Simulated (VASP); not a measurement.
# How biaxial strain in the (111) plane changes Ag

How do stress and energy of Ag follow biaxial strain in the (111) plane?

Calculated with VASP 6.6.1; PBEsol; plane waves and PAW (Ag), in the first sound run; inputs show where later runs differ.

## 1. The starting structure

Symmetry: Fm-3m, No. 225, cubic system. Conventional cell: a = 4.090 Å, b = 4.090 Å, c = 4.090 Å, α = 90.00°, β = 90.00°, γ = 90.00°. Nearest to Ag lie 12 Ag at 2.89 Å.

## 2. Relax the crystal, PBEsol

The series starts from the cell that this level prefers, so that zero strain is near zero stress.

This step took 2 runs in a row; the last is shown.

Level: PBEsol; plane waves and PAW (Ag).

Input file INCAR:

```
SYSTEM = Ag
PREC = Accurate
ENCUT = 450
EDIFF = 1E-07
NELM = 120
ISMEAR = 1
SIGMA = 0.15
LREAL = .FALSE.
ALGO = Normal
GGA = PS
NBANDS = 11
LASPH = .TRUE.
LORBIT = 11
LWAVE = .FALSE.
LCHARG = .FALSE.
KPAR = 8
IBRION = 2
NSW = 40
ISIF = 3
EDIFFG = -0.005
POTIM = 0.4
```

Input file POSCAR:

```
Ag
1.0
    0.0000000000      2.0262308355      2.0262308355
    2.0262308355      0.0000000000      2.0262308355
    2.0262308355      2.0262308355      0.0000000000
Ag
1
Direct
    0.0000000000      0.0000000000      0.0000000000
```

Input file KPOINTS:

```
Automatic mesh
0
Gamma
25 25 25
0 0 0
```

Potentials, in the order of the species: Ag (PBE family, release 64).

Run with:

```sh
mpirun -np 8 vasp_std
```

The log of the run:

```text
[banner, memory and clock lines left out]
running    8 mpi-ranks, on    1 nodes
[...]
|                                                                             |
|           W    W    AA    RRRRR   N    N  II  N    N   GGGG   !!!           |
|           W    W   A  A   R    R  NN   N  II  NN   N  G    G  !!!           |
|           W    W  A    A  R    R  N N  N  II  N N  N  G       !!!           |
|           W WW W  AAAAAA  RRRRR   N  N N  II  N  N N  G  GGG   !            |
|           WW  WW  A    A  R   R   N   NN  II  N   NN  G    G                |
|           W    W  A    A  R    R  N    N  II  N    N   GGGG   !!!           |
|                                                                             |
|     For optimal performance we recommend to set                             |
|       NCORE = 2 up to number-of-cores-per-socket                            |
|     NCORE specifies how many cores store one orbital (NPAR=cpu/NCORE).      |
|     This setting can greatly improve the performance of VASP for DFT.       |
[...]
|     You enforced a specific xc type in the INCAR file but a different       |
|     [... a line on the potential file left out ...]
|     I HOPE YOU KNOW WHAT YOU ARE DOING!                                     |
|                                                                             |

 LDA part: xc-table for (Slater+PW92), standard interpolation
 POSCAR, INCAR and KPOINTS ok, starting setup
[...]
entering main loop
       N       E                     dE             d eps       ncg     rms          rms(c)
DAV:   1     0.437617086981E+02    0.43762E+02   -0.51080E+03 10378   0.803E+02
DAV:   2    -0.306193021492E+01   -0.46824E+02   -0.44378E+02 11191   0.185E+02
DAV:   3    -0.366637260111E+01   -0.60444E+00   -0.60408E+00 11333   0.228E+01
DAV:   4    -0.366805776146E+01   -0.16852E-02   -0.16851E-02 10976   0.126E+00
[...]
DAV:  10    -0.330755995979E+01   -0.22431E-05   -0.23078E-06 11116   0.131E-02    0.464E-03
DAV:  11    -0.330755981944E+01    0.14034E-06   -0.80510E-08  7036   0.257E-03    0.510E-04
DAV:  12    -0.330755979353E+01    0.25916E-07   -0.67055E-09  5689   0.741E-04
   1 F= -.33075598E+01 E0= -.33074775E+01  d E =-.330756E+01
[...]
reached required accuracy - stopping structural energy minimisation
```

Run time: 4.4 s. Hardware: 8 MPI ranks of Intel Xeon 6975P-C (Granite Rapids), shared host; peak memory 1.3 GiB.

The logs omit lines about the potential files and the build; timing stands in the text.

Parts of OUTCAR (step 2):

```text
  Total       -0.0009354     -0.0009354     -0.0009354     -0.0000000      0.0000000     -0.0000000
  in kB       -0.0900769     -0.0900769     -0.0900769     -0.0000000      0.0000000     -0.0000000
  external PRESSURE =      -0.0900769 kB  Pullay stress =       0.0000000 kB

 POSITION                                       TOTAL-FORCE (eV/Angst)
 -----------------------------------------------------------------------------------
      0.00000      0.00000      0.00000         0.000000      0.000000      0.000000
 -----------------------------------------------------------------------------------
    total drift:                                0.000000     -0.000000      0.000000

  FREE ENERGIE OF THE ION-ELECTRON SYSTEM (eV)
  ---------------------------------------------------
  free  energy   TOTEN  =        -3.3075597935 eV

  energy  without entropy=       -3.3073130168  energy(sigma->0) =       -3.30747753

 reached required accuracy - stopping structural energy minimisation

[... 3 further parts left out ...]
[key lines of the parts left out:]
E-fermi :   8.5716
```

This run gave:

* energy(sigma→0) of the program: -3.3075 eV
* stress, compression positive: -0.01 along [111], -0.01 across it (mean), GPa
* volume: 16.638 Å³
* ionic steps: 1

## 3. Strain along the normal, PBEsol

One member in full: the plane is strained by -1 %, and the strain along the normal is moved by secant steps until the normal stress is under 0.012 GPa or five steps are spent; the atoms relax at each step.

This step took 3 runs, each at a new trial strain with the atoms of the one before; the last is shown.

Level: PBEsol; plane waves and PAW (Ag).

Edit INCAR of step 2 so:

```diff
@@ -15,7 +15,7 @@
 LCHARG = .FALSE.
-KPAR = 8
-IBRION = 2
-NSW = 40
-ISIF = 3
-EDIFFG = -0.005
-POTIM = 0.4
+KPAR = 2
+IBRION = 1
+NSW = 25
+ISIF = 2
+EDIFFG = -0.004
+POTIM = 0.3
```

Input file POSCAR:

```
Ag
1.0
    0.0276506670      2.0336191940      2.0336191940
    2.0336191940      0.0276506670      2.0336191940
    2.0336191940      2.0336191940      0.0276506670
Ag
1
Direct
    0.0000000000      0.0000000000      0.0000000000
```

KPOINTS is that of step 2.

Run with:

```sh
mpirun -np 2 vasp_std
```

The log of the run:

```text
[banner, memory and clock lines left out]
running    2 mpi-ranks, on    1 nodes
[...]
[... a notice as in an earlier step ...]

 LDA part: xc-table for (Slater+PW92), standard interpolation
 POSCAR, INCAR and KPOINTS ok, starting setup
[...]
entering main loop
       N       E                     dE             d eps       ncg     rms          rms(c)
DAV:   1     0.443471589815E+02    0.44347E+02   -0.51009E+03 33198   0.802E+02
DAV:   2    -0.305832410371E+01   -0.47405E+02   -0.44923E+02 36076   0.186E+02
DAV:   3    -0.366764196940E+01   -0.60932E+00   -0.60903E+00 36679   0.229E+01
DAV:   4    -0.366934290721E+01   -0.17009E-02   -0.17009E-02 35567   0.126E+00
[...]
DAV:  10    -0.330575686588E+01   -0.23434E-05   -0.23014E-06 36071   0.130E-02    0.534E-03
DAV:  11    -0.330575661262E+01    0.25327E-06   -0.83905E-08 22903   0.263E-03    0.488E-04
DAV:  12    -0.330575658316E+01    0.29457E-07   -0.66129E-09 18337   0.741E-04
   1 F= -.33057566E+01 E0= -.33056892E+01  d E =-.330576E+01
 BRION: g(F)=  0.238E-61 g(S)=  0.000E+00
 reached required accuracy - stopping structural energy minimisation
```

The job ended after 34 s (2 MPI ranks; peak memory 0.61 GiB).

Parts of OUTCAR (step 3):

```text
  Total        0.1245496      0.1245496      0.1245496     -0.0621929     -0.0621929     -0.0621929
  in kB       12.1105131     12.1105131     12.1105131     -6.0472920     -6.0472920     -6.0472920
  external PRESSURE =      12.1105131 kB  Pullay stress =       0.0000000 kB

 POSITION                                       TOTAL-FORCE (eV/Angst)
 -----------------------------------------------------------------------------------
      0.00000      0.00000      0.00000        -0.000000      0.000000     -0.000000
 -----------------------------------------------------------------------------------
    total drift:                                0.000000      0.000000      0.000000

  FREE ENERGIE OF THE ION-ELECTRON SYSTEM (eV)
  ---------------------------------------------------
  free  energy   TOTEN  =        -3.3057565832 eV

  energy  without entropy=       -3.3055545009  energy(sigma->0) =       -3.30568922

[... 1 part as in an earlier step ...]

[... 3 further parts left out ...]
[key lines of the parts left out:]
E-fermi :   8.7240
```

Read from the output:

- energy(sigma→0) of the program: -3.3057 eV
- stress, compression positive: 0.00 along [111], 1.82 across it (mean), GPa
- ionic steps: 1

## 4. The table

The other members went through these steps as far as the tables show, with the same cutoff and, step by step, the same mesh; 26 runs are not shown. The session took 0.51 core hours (wall time by ranks) on a shared machine.

```csv
in-plane strain (%),strain along the normal (%),"in-plane stress, tension positive (GPa)","energy above the unstrained row, extrapolated to no smearing (meV/atom)"
-2.000,1.970,-4.232,7.893
-1.500,1.525,?,?
-1.000,1.047,-1.816,1.788
-0.500,0.533,-0.848,0.441
0,0.000,0.009,0.000
0.500,-0.547,0.780,0.410
1.000,-1.080,1.505,1.585
1.500,-1.592,2.199,3.486
2.000,-2.063,2.897,6.085
```

## 5. A fit to the known rows

A least-squares parabola through the 8 rows shown, with e the strain in %: stress = − 0.1710 e² + 1.746 e + 0.006830 (GPa), r.m.s. residual 0.065 GPa.

For the withheld row, e = -1.5, the fit gives -2.996 GPa.

## 6. Prediction against calculation

The calculation gives -2.944 GPa, so the prediction is 0.052 GPa too low, within twice the residual of the fit.

Slopes at zero strain, from cubics through all rows: strain ratio -1.081, stress over strain 162 GPa.

## 7. Outcome

| Property | Result |
| --- | --- |
| error of the predicted stress | -0.052 GPa |
| ratio of normal to in-plane strain | -1.081 |
| biaxial modulus | 162 GPa |

In words: As a check, the curvature of the energy gives 160 GPa for the same modulus (energy per volume = M × strain²), 1 % from the slope of the stress; these energies are extrapolated to no smearing, while the stress belongs to the free energy, so part of the difference may come from that. These are static values: temperature and zero-point motion are left out. In a metal the slopes also depend on mesh and smearing, which were held through the series.

[Lines on the potential files, build, host, timing and source positions are cut from VASP's logs without a mark.]

[Logs are printed without paths, hosts, clocks, repeated set-up lines and the standing remarks that a program may print on its own settings, such as how far it seeks lower states.]

[Hosts, paths, dates, database ids (printed as entryN), source tags and the programs' standing remarks are cut or masked in the printed files.]

[In band tables of VASP the shares of atoms and orbitals are scaled to a sum of 1 inside the atoms' spheres.]
